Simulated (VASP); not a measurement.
The system is Ga2Ge2Se3.

```
CELL_PARAMETERS angstrom
3.00000 1.73205 4.90000
-3.00000 1.73205 4.90000
0.00000 -3.46410 4.90000
ATOMIC_POSITIONS crystal
Ga 0.00000 0.00000 0.00000
Ga 0.50000 0.50000 0.50000
Ge 0.21700 0.21700 0.21700
Ge 0.78300 0.78300 0.78300
Se 0.50000 0.50000 0.00000
Se 0.00000 0.50000 0.50000
Se 0.50000 0.00000 0.50000
```

The cell was built by a generator and needn't be a form met in nature.

```yaml
Program: VASP 6.6.1
Task: relaxation of cell and atoms
Functional: PBE
Potentials_or_basis: VASP PAW PBE potentials, release 64 (Ga_d, Ge_d, Se)
Cutoff: 520 eV
k_mesh: 3 × 3 × 3
Occupations: gaussian, width 0.15 eV
Spin: no spin polarisation
```

At the start: pressure 10.6 GPa; volume 21.82 Å³/atom.

Task: Where does the relaxation end?

Result: Over 17 steps the energy falls by 171.9 meV/atom and the volume is 22.75 Å³/atom (+4.3 %); space group R-3m (No. 166, to 0.05 Å).

Step by step:
```tsv
step	energy change (eV)	largest force (eV/Å)	pressure (GPa)	volume (Å³)
1	0.0000	2.8290	10.65	152.77
2	-0.9079	0.1628	-2.74	187.13
3	-0.9936	0.4080	-0.52	177.85
4	-0.9932	0.4423	0.55	177.32
5	-1.0030	0.3824	-0.21	176.75
6	-1.0322	0.3718	-0.45	175.05
7	-1.0883	0.3230	-1.00	171.67
8	-1.1773	0.1406	-0.59	165.04
9	-1.0495	0.8832	0.81	152.24
10	-1.1930	0.1203	-0.25	162.81
11	-1.1968	0.1868	-0.29	159.00
12	-1.2001	0.0019	-0.66	160.97
13	-1.1942	0.0465	0.87	155.17
14	-1.2038	0.0279	0.35	158.86
15	-1.2034	0.0232	-0.46	159.46
16	-1.2037	0.0350	0.48	159.07
17	-1.2035	0.0216	-0.31	159.27
```

Final structure:
```yaml
crystal:
  lattice:
    - [3.06557, 1.76991, 4.89235]
    - [-3.06557, 1.76991, 4.89235]
    - [0.00000, -3.53981, 4.89235]
  atoms:
    - { symbol: Ga, position: [0.00000, 0.00000, 0.00000] }
    - { symbol: Ga, position: [0.50000, 0.50000, 0.50000] }
    - { symbol: Ge, position: [0.19035, 0.19035, 0.19035] }
    - { symbol: Ge, position: [0.80965, 0.80965, 0.80965] }
    - { symbol: Se, position: [0.50000, 0.50000, 0.00000] }
    - { symbol: Se, position: [0.00000, 0.50000, 0.50000] }
    - { symbol: Se, position: [0.50000, 0.00000, 0.50000] }
```

Caveat: the k mesh is coarse (spacing up to 0.43 Å⁻¹), so the values aren't converged.
